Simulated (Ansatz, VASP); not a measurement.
AlCl: VASP beside Ansatz

```
Al Cl
1.0
     3.30259    0.00000    0.00000
     0.00000    3.90624    0.00000
     0.00000    0.00000    8.59245
Al Cl
2 2
Direct
  0.00000 0.00000 0.43034
  0.50000 0.50000 0.56966
  0.00000 0.00000 0.18664
  0.50000 0.50000 0.81336
```

Alike in both runs: task relaxation of cell and atoms; functional PBE; k mesh 6 × 4 × 2; occupations gaussian, width 0.1 eV; no spin polarisation.

|  | VASP | Ansatz |
| --- | --- | --- |
| version | VASP 6.6.1 | Ansatz 0.2.0 |
| potentials or method | VASP PAW PBE potentials, release 64 (Al, Cl) | scalar-relativistic, plane waves, PAW |
| plane-wave cutoff (eV) | 600 | 420 |
| valence electrons in the cell | 20 | 20 |

VASP gave:

```
gap on the k mesh at the Fermi level, each at its own relaxed structure (eV) : none
relaxed volume (Å³/atom)                                                     : 27.40
relaxed cell length with the largest relative difference (Å)                 : 3.713
energy change over the relaxation (meV/atom)                                 : -11
```

Estimate Ansatz's values.

gap on the k mesh at the Fermi level, each at its own relaxed structure (eV): none; relaxed volume (Å³/atom): 27.44; relaxed cell length with the largest relative difference (Å): 3.734; energy change over the relaxation (meV/atom): -10.

A gap of «none» marks a metal or a gap that the smearing closes.

Caveats: the k mesh is coarse (spacing up to 0.40 Å⁻¹), so the values aren't converged; this functional lacks dispersion, which binds the layers, so the pressure and a relaxed spacing across them are unreliable.
